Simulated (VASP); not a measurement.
A cell of Ni$_{3}$Al (L1_2) near equilibrium:

```
CELL_PARAMETERS angstrom
      3.56409     0.00000     0.00000
      0.00000     3.56409     0.00000
      0.00000     0.00000     3.56409
ATOMIC_POSITIONS crystal
  Al 0.00000 0.00000 0.00000
  Ni 0.00000 0.50000 0.50000
  Ni 0.50000 0.00000 0.50000
  Ni 0.50000 0.50000 0.00000
```
Starting moments (μB, in the order of the record's atoms Al Ni Ni Ni): 0.0 0.3 0.3 0.3.

Level of theory: PBE GGA, VASP's PBE PAW potentials (set 64) (plane waves; VASP 6.6.1).

```
run               ΔE (meV/atom)   σxx   σyy   σzz  largest shear component, with its sign (GPa)  largest force (eV/Å)  moment (μB)
----------------  -------------  ----  ----  ----  --------------------------------------------  --------------------  -----------
as it is                    0.0  0.44  0.44  0.44                                          0.00                 0.000         0.76
after one change            7.0  6.35  6.35  6.35                                          0.00                 0.000         0.74
```
Stress is in GPa, positive when the cell is compressed.

Task: What was changed between the two runs?
(A) uniaxial strain of +0.5 % along y
(B) atom 2 (Ni) moved by 0.050 Å along y
(C) biaxial strain of +2.0 % in the yz plane
(D) isotropic strain of -1.0 %

Result: D, isotropic strain of -1.0 %

The compound is Ni3Al in the L1_2 structure. The spin order is the one that the start imposed; others were not tried in this run.
